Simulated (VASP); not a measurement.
Here is the system:

```
CELL_PARAMETERS angstrom
      4.09874    -2.26602    -0.01683
      4.09874     2.26602    -0.01683
      2.86124     0.00000     3.70784
ATOMIC_POSITIONS crystal
  Bi 0.23683 0.23683 0.23683
  Bi 0.76317 0.76317 0.76317
```

Method: vdW-DF-cx, VASP's PBE PAW potentials (set 64) (plane waves; VASP). Settings: 520 eV cut-off, Gaussian smearing of 0.050 eV, potentials Bi_d.

Unless said otherwise, spin-orbit coupling is left out, though it shifts the bands of the heavy elements here.

Q: What does the run give for the band gap (along the path) with the smallest direct gap where there is one?

A: 
* **band gap (along the path)**: none (metal, semimetal or under 0.01 eV)

The compound is Bi in the a7 structure. It was relaxed first.
